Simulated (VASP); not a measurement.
```
N4Si3
1.0
    7.56348     0.00000     0.00000
   -3.78174     6.55016     0.00000
    0.00000     0.00000     2.88951
Si N
6 8
Direct
  0.23108   0.82495   0.75000
  0.76892   0.17505   0.25000
  0.40613   0.23108   0.25000
  0.59387   0.76892   0.75000
  0.17505   0.40613   0.75000
  0.82495   0.59387   0.25000
  0.33333   0.66667   0.75000
  0.66667   0.33333   0.25000
  0.96919   0.66985   0.75000
  0.03081   0.33015   0.25000
  0.29934   0.96919   0.25000
  0.70066   0.03081   0.75000
  0.33015   0.29934   0.75000
  0.66985   0.70066   0.25000
```

Level of theory: LDA (Ceperley-Alder, Perdew-Zunger), VASP's LDA PAW potentials (set 64) (plane waves; VASP). Settings: LREAL = Auto, 400 eV cut-off, 4×4×4 Γ-centred mesh, Gaussian smearing of 0.010 eV, potentials Si N.

At this cut-off the stress carries a Pulay error, which pulls relaxed volumes low.

Problem. The ions, cell shape and volume are relaxed. Predict the relaxed structure.

Solution. 
```
N4Si3
1.0
    7.53503     0.00000     0.00000
   -3.76752     6.52553     0.00000
    0.00000     0.00000     2.88192
Si N
6 8
Cartesian
 -1.35758   5.39673   2.16144
  5.12510   1.12880   0.72048
  2.18254   1.52266   0.72048
  1.58498   5.00287   2.16144
 -0.22740   2.65147   2.16144
  3.99491   3.87407   0.72048
  0.00000   4.35036   2.16144
  3.76752   2.17517   0.72048
  4.79263   4.37255   2.16144
 -1.02511   2.15298   0.72048
 -1.39043   6.33682   0.72048
  5.15794   0.18871   2.16144
  1.35198   1.96426   2.16144
  2.41554   4.56127   0.72048
```
Space group P6_3/m (176), at a tolerance of 0.03 Å.

Problem. How do energy and volume change from the first to the last step?

Solution. The energy (σ→0) changes by -1.1 meV/atom and the volume by -1.0 %, in 10 ionic steps.

The structure comes from a computed database's Si3N4 entry; how it stands against other phases isn't given here. This run relaxes it. Symmetry was kept, so distortions that lower it aren't found. The k-mesh is coarse (spacing up to 0.55 per Å, 2π included), so the numbers may not be converged in it. The run is one of a series of settings (EDIFFG = -0.01, GGA removed, IBRION = 2, ISIF = 3, NSW = 50, KPOINTS 4×4×4 Γ-centred mesh, POTCAR Si N (LDA.64 set) against the base run), some of them coarse on purpose.
